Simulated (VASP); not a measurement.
# Initial- and final-state core-level shifts of Al7Ir, part 3 of 3

Aim: how the core levels of Al7Ir differ from atom to atom, with and without the screening of the hole.

VASP 6.6.1, plane waves and PAW; the level of theory is named at each step.

So far. Step 4 (Core hole, atom Al2, shell 2p): This is the reference for holes on Al. Step 5 (Core hole, atom Al5, shell 2p): Against the hole on Al2 the energy differs by -0.06 eV.

### 6. Core hole, atom Ir15, shell 4f

This step: final-state core hole with the electron kept at the Fermi level, PBEsol; plane waves and PAW (Ir, Al, Ir) (VASP 6.6.1).

System of this step: Al7Ir. The cell holds 16 atoms: 2 Ir and 14 Al. Its edges and angles: a = 8.041 Å, b = 9.429 Å, c = 11.371 Å, α = 90.0°, β = 135.0°, γ = 129.8°. It derives from Ir and Al. Random alloy: site Ir, solute Al, share 0.875, order random, lattice volume linear between typed atomic volumes.

A core electron of Ir15 (4f) is moved to the Fermi level; this atom comes first in POSCAR as a species of its own.

INCAR

```
SYSTEM = Al7Ir
PREC = Normal
ENCUT = 330
EDIFF = 1E-05
NELM = 120
ISMEAR = 0
SIGMA = 0.1
LREAL = Auto
ALGO = Fast
GGA = PS
NBANDS = 46
LASPH = .TRUE.
LWAVE = .FALSE.
LCHARG = .FALSE.
KPAR = 8
ICORELEVEL = 2
CLNT = 1
CLN = 4
CLL = 3
CLZ = 1
ISIF = 0
```

POSCAR

```
Al7Ir
1.0
   -8.0407019296      0.0000000000      0.0000000000
    6.0305264472     -6.0305264472      4.0203509648
    8.0407019296      8.0407019296      0.0000000000
Ir Al Ir
1 14 1
Direct
    0.0546915273      0.5339878981      0.3914482442
    0.9910331055      0.4984634601      0.1231439236
    0.0103209964      0.4932384551      0.6121696876
    0.9674890305      0.4918757060      0.8596573990
    0.0604134293      0.0248446279      0.0225122781
    0.9846169144      0.9945080947      0.2380435173
    0.9521744981      0.9751861408      0.4789224804
    0.0163331134      0.0108155966      0.7610976807
    0.5478255019      0.5248138592      0.1460775196
    0.5153830856      0.5054919053      0.3869564827
    0.4395865707      0.4751553721      0.6024877219
    0.4836668866      0.4891844034      0.8639023193
    0.4896790036      0.0067615449      0.0128303124
    0.5089668945      0.0015365399      0.5018560764
    0.5325109695      0.0081242940      0.7653426010
    0.4453084727      0.9660121019      0.2335517558
```

KPOINTS

```
Automatic mesh
0
Gamma
8 5 5
0 0 0
```

The projector-augmented-wave data sets are Ir, Al and Ir (PBE family, release 64).

Started as:

```sh
mpirun -np 8 vasp_std
```

The log of the run:

```text
[banner, memory and clock lines left out]
running    8 mpi-ranks, on    1 nodes
[...]
[... a notice as in an earlier step ...]

 [... a notice as in an earlier step ...]

 LDA part: xc-table for (Slater+PW92), standard interpolation
 [... a notice as in an earlier step ...]

 POSCAR, INCAR and KPOINTS ok, starting setup
[...]
entering main loop
       N       E                     dE             d eps       ncg     rms          rms(c)
DAV:   1     0.275843207495E+02    0.27584E+02   -0.16963E+04  9292   0.752E+02
DAV:   2    -0.167765528275E+03   -0.19535E+03   -0.17722E+03 10234   0.181E+02
DAV:   3    -0.181203122053E+03   -0.13438E+02   -0.12897E+02 11720   0.437E+01
DAV:   4    -0.181513273035E+03   -0.31015E+00   -0.30799E+00 11530   0.785E+00
[...]
RMM:  14    -0.175874991884E+03    0.79931E-05   -0.36523E-04 12043   0.935E-02    0.569E-02
RMM:  15    -0.175874995805E+03   -0.39210E-05   -0.11270E-04  9818   0.386E-02    0.281E-02
RMM:  16    -0.175874996227E+03   -0.42231E-06   -0.18646E-05  6409   0.202E-02
   1 F= -.17587500E+03 E0= -.17585797E+03  d E =-.340513E-01
```

Elapsed: 2.6 min, on 8 MPI ranks of AMD EPYC 7R43, shared host; peak memory 4.2 GiB; 19 min of CPU time.

OUTCAR, selected parts (step 6):

```text
 POSITION                                       TOTAL-FORCE (eV/Angst)
 -----------------------------------------------------------------------------------
      5.92799     -0.07271      2.14682        -0.044580     -0.048436     -0.031580
     -3.97244     -2.01583      2.00400        -0.237654     -0.179617     -0.025639
      7.81377      1.94779      1.98299         0.192014      0.160867      0.007004
      2.09923      3.94598      1.97751        -0.026485      0.003505      0.035163
     -0.15493      0.03119      0.09988         0.150955      0.160530     -0.005759
     -0.00557     -4.08337      3.99827         0.078575      0.049353     -0.045638
      2.07561     -2.03001      3.92059         0.006334     -0.084415     -0.035109
      6.05365      6.05454      0.04348        -0.178465     -0.148370     -0.028057
     -0.06543     -1.99034      2.10994         0.116401     -0.099910     -0.042794
      2.01574      0.06302      2.03225        -0.032348     -0.021682      0.034542
      4.17528      1.97899      1.91029        -0.114271      0.206891      0.021960
      6.00740      3.99634      1.96669         0.010126      0.029892      0.028921
     -3.79342      0.06239      0.02718        -0.173078      0.032533     -0.162275
     -0.04791      4.02601      0.00618         0.115478     -0.175619      0.151224
      1.92112      6.10490      0.03266         0.165867     -0.022694      0.077657
      4.12289     -3.94764      3.88371        -0.028871      0.137172      0.020381
 -----------------------------------------------------------------------------------
    total drift:                               -0.000820     -0.012690      0.021624

  FREE ENERGIE OF THE ION-ELECTRON SYSTEM (eV)
  ---------------------------------------------------
  free  energy   TOTEN  =      -175.8749962273 eV

  energy  without entropy=     -175.8409449131  energy(sigma->0) =     -175.85797057

[... 2 parts as in an earlier step ...]

[... 1 further part left out ...]
[key lines of the parts left out:]
E-fermi :   8.1133
```

This is the reference for holes on Ir.

### 7. Core hole, atom Ir16, shell 4f

The same hole on the next atom.

INCAR is that of step 6.

Edit POSCAR of step 6 so:

```diff
@@ -8,3 +8,3 @@
 Direct
-    0.0546915273      0.5339878981      0.3914482442
+    0.4453084727      0.9660121019      0.2335517558
     0.9910331055      0.4984634601      0.1231439236
@@ -23,2 +23,2 @@
     0.5325109695      0.0081242940      0.7653426010
-    0.4453084727      0.9660121019      0.2335517558
+    0.0546915273      0.5339878981      0.3914482442
```

KPOINTS is that of step 6.

Started as:

```sh
mpirun -np 8 vasp_std
```

The log of the run:

```text
[... set-up lines as in an earlier step ...]
 entering main loop
       N       E                     dE             d eps       ncg     rms          rms(c)
DAV:   1     0.273951066428E+02    0.27395E+02   -0.16964E+04  9292   0.752E+02
DAV:   2    -0.167774448923E+03   -0.19517E+03   -0.17708E+03 10222   0.181E+02
DAV:   3    -0.181206698147E+03   -0.13432E+02   -0.12876E+02 11768   0.436E+01
DAV:   4    -0.181513556363E+03   -0.30686E+00   -0.30485E+00 11488   0.778E+00
[...]
RMM:  14    -0.175875007074E+03    0.96492E-05   -0.37948E-04 12024   0.957E-02    0.531E-02
RMM:  15    -0.175875010934E+03   -0.38592E-05   -0.11762E-04  9950   0.392E-02    0.291E-02
RMM:  16    -0.175875011277E+03   -0.34361E-06   -0.18967E-05  6392   0.203E-02
   1 F= -.17587501E+03 E0= -.17585799E+03  d E =-.340512E-01
```

Run time: 2.5 min. Hardware: 8 MPI ranks; peak memory 4.1 GiB.

From OUTCAR (step 7):

```text
 POSITION                                       TOTAL-FORCE (eV/Angst)
 -----------------------------------------------------------------------------------
      4.12289     -3.94764      3.88371         0.045758      0.049177      0.028486
     -3.97244     -2.01583      2.00400        -0.113007      0.177305     -0.149761
      7.81377      1.94779      1.98299         0.171777     -0.023923      0.165586
      2.09923      3.94598      1.97751        -0.171449      0.019865     -0.078896
     -0.15493      0.03119      0.09988         0.117143     -0.204239     -0.026117
     -0.00557     -4.08337      3.99827         0.039175      0.021007     -0.037278
      2.07561     -2.03001      3.92059        -0.118087      0.092480      0.044599
      6.05365      6.05454      0.04348        -0.011392     -0.031476     -0.028950
     -0.06543     -1.99034      2.10994        -0.007920      0.076927      0.036956
      2.01574      0.06302      2.03225        -0.071781     -0.050049      0.042911
      4.17528      1.97899      1.91029        -0.148126     -0.157765      0.001568
      6.00740      3.99634      1.96669         0.177296      0.146843      0.027885
     -3.79342      0.06239      0.02718        -0.193306     -0.152362     -0.003630
     -0.04791      4.02601      0.00618         0.240045      0.181235      0.027057
      1.92112      6.10490      0.03266         0.020842     -0.006327     -0.036427
      5.92799     -0.07271      2.14682         0.023031     -0.138695     -0.013989
 -----------------------------------------------------------------------------------
    total drift:                               -0.011789     -0.000447      0.021196

  FREE ENERGIE OF THE ION-ELECTRON SYSTEM (eV)
  ---------------------------------------------------
  free  energy   TOTEN  =      -175.8750112771 eV

  energy  without entropy=     -175.8409600589  energy(sigma->0) =     -175.85798567

[... 2 parts as in an earlier step ...]

[... 1 further part left out ...]
[key lines of the parts left out:]
E-fermi :   8.1133
```

Against the hole on Ir15 the energy differs by +0.00 eV.

### 8. Summary

This step: core-level shifts, PBEsol; plane waves and PAW (VASP 6.6.1).

No new run; the numbers come from the runs before.

A positive shift is a higher binding energy. Cost is wall time times ranks on a shared host. Core-level shifts:

```tsv
atom	region	shell	Kohn-Sham level below the Fermi level (eV)	initial-state shift (eV)	final-state shift (eV)	shifts are from	cost (core minutes)
Al2		2p	64.93	0	0	Al2	25.61
Al5		2p	64.89	-0.0425	-0.05795	Al2	18.67
Ir15		4f	56.59	0	0	Ir15	21.2
Ir16		4f	56.59	0	-1.51e-5	Ir15	19.87
```

### 9. Outcome

```
Al5 2p, from Al2 : initial state -0.04 eV, final state -0.06 eV
```

Against Al2, Al5 is shifted by -0.04 eV in the initial state and by -0.06 eV with the hole (energies extrapolated to zero smearing). Ir16 has the level of the reference atom in both states, as equivalent sites do. Only these atoms were given a hole, so other sites aren't ranked. The difference of the two pictures holds the screening of the hole, but also the cell's limits: holes repeat 4.9 Å apart, and the electron from the core stays in the cell, where it moves the Fermi energy by +0.01 to +0.07 eV; that is about as much as the final-state shift of Al5, or more, so there size and sign aren't settled. Cell size, mesh and smearing weren't varied between the hole runs. The other core electrons are frozen, spin-orbit splitting and multiplets are absent, and only shifts between atoms of one element are meaningful. Not tabulated here, as repeats of values shown or as unfit to read for their mesh, reference level or band range: core levels (core hole).

[Lines on the potential files, build, host, timing and source positions are cut from VASP's logs without a mark.]

[Logs are printed without paths, hosts, clocks, repeated set-up lines and the standing remarks that a program may print on its own settings, such as how far it seeks lower states.]

[Hosts, paths, dates, database ids (printed as entryN), source tags and the programs' standing remarks are cut or masked in the printed files.]
